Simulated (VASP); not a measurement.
Here is the system:

```
CELL_PARAMETERS angstrom
     -1.62720     1.62720     1.62720
      1.62720    -1.62720     1.62720
      1.62720     1.62720    -1.62720
ATOMIC_POSITIONS crystal
  Ta 0.00000 0.00000 0.00000
```

Level of theory: revTPSS meta-GGA, VASP's PBE PAW potentials (set 64) (plane waves; VASP). Numerical set-up: 520 eV cut-off, 16×16×16 Γ-centred mesh, first-order Methfessel-Paxton smearing of 0.10 eV, potentials Ta_pv.

Question: Give the stress tensor in GPa (positive for a compressed cell).

Answer: 
```
6.74  0.00  0.00
0.00  6.74  0.00
0.00  0.00  6.74
```
The pressure is its mean diagonal, 6.74 GPa.

The compound is Ta in the bcc structure. This cell is one point of a volume scan, at 0.97 of the reference volume.
